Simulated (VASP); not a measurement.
Wanted: the native input for a VASP 6.6.1 run.

```yaml
Task: single point
Functional: LDA
Potentials_or_basis: VASP PAW LDA potentials, release 64 (Ba_sv, H, I)
Cutoff: 520 eV
k_mesh: 4 × 4 × 3
Occupations: gaussian, width 0.01 eV
Spin: no spin polarisation
Dipole_correction: no
Further_INCAR_settings: ALGO = Normal; EDIFF = 1e-06; NBANDS = 27
```

The structure of BaHI lies in POSCAR:

```
BaHI
1.0
    4.8280000000      0.0000000000      0.0000000000
    0.0000000000      4.8280000000      0.0000000000
    0.0000000000      0.0000000000      7.8670000000
Ba H I
2 2 2
Direct
    0.0000000000      0.5000000000      0.1900000000
    0.5000000000      0.0000000000      0.8100000000
    0.0000000000      0.0000000000      0.0000000000
    0.5000000000      0.5000000000      0.0000000000
    0.0000000000      0.5000000000      0.6800000000
    0.5000000000      0.0000000000      0.3200000000
```

These files were run (other wordings do the same):

INCAR

```
SYSTEM = BaHI
PREC = Accurate
ENCUT = 520
EDIFF = 1E-6
ISMEAR = 0
SIGMA = 0.01
LREAL = .False.
LASPH = .True.
NELM = 100
ALGO = Normal
ISIF = 2
LWAVE = .False.
LCHARG = .False.
NBANDS = 27
```

KPOINTS

```
Automatic mesh
0
Gamma
  4 4 3
  0 0 0
```

Potentials or basis: VASP PAW LDA potentials, release 64 (Ba_sv, H, I).

Run with:

```console
$ cat potpaw_LDA.64/Ba_sv/POTCAR potpaw_LDA.64/H/POTCAR potpaw_LDA.64/I/POTCAR > POTCAR
$ mpirun -np 1 vasp_std > vasp.out
```

Results of the run:

```json
{
  "Pressure": "-3.2 GPa",
  "Largest force": "0.553 eV/Å",
  "Band gap on the k mesh": "2.41 eV, direct"
}
```

Caveat: spin-orbit coupling is left out, which moves the levels of the heavy elements; an odd mesh through Γ misses points on the zone boundary, where band edges often lie.

It took 37 s on 1 thread of Intel(R) Xeon(R) Platinum 8488C (Sapphire Rapids) (shared host), peak memory 0.24 GiB.
